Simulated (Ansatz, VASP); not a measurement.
Two plane-wave programs on Na2Pd3

```
CELL_PARAMETERS angstrom
4.84341 0.00000 0.00000
0.00000 4.84341 0.00000
0.00000 0.00000 4.84341
ATOMIC_POSITIONS crystal
Na 0.50000 0.50000 0.50000
Na 0.00000 0.00000 0.00000
Pd 0.50000 0.00000 0.00000
Pd 0.00000 0.50000 0.00000
Pd 0.00000 0.00000 0.50000
```

Alike in both runs: functional PBE; k mesh 4 × 4 × 4; occupations gaussian, width 0.1 eV; no spin polarisation.

Ansatz relaxed the structure, and its values are those at the end. VASP's run is a single point on that final structure, the one shown.

```csv
,VASP,Ansatz
version,VASP 6.6.1,Ansatz 0.2.0
potentials or method,"VASP PAW PBE potentials, release 64 (Na_pv, Pd)","scalar-relativistic, plane waves, PAW"
plane-wave cutoff (eV),520,420
valence electrons in the cell,44,72
```

|  | VASP | Ansatz | Ansatz less VASP |
| --- | --- | --- | --- |
| gap on the k mesh at the Fermi level (eV) | none | none | - |
| pressure (GPa) | 0.1 | 0.0 | -0.07 |

A gap of «none» marks a metal or a gap that the smearing closes. The functional is the same, so the differences come from potentials, cutoffs and numerics. The two sets of potentials don't hold the same shells in valence.
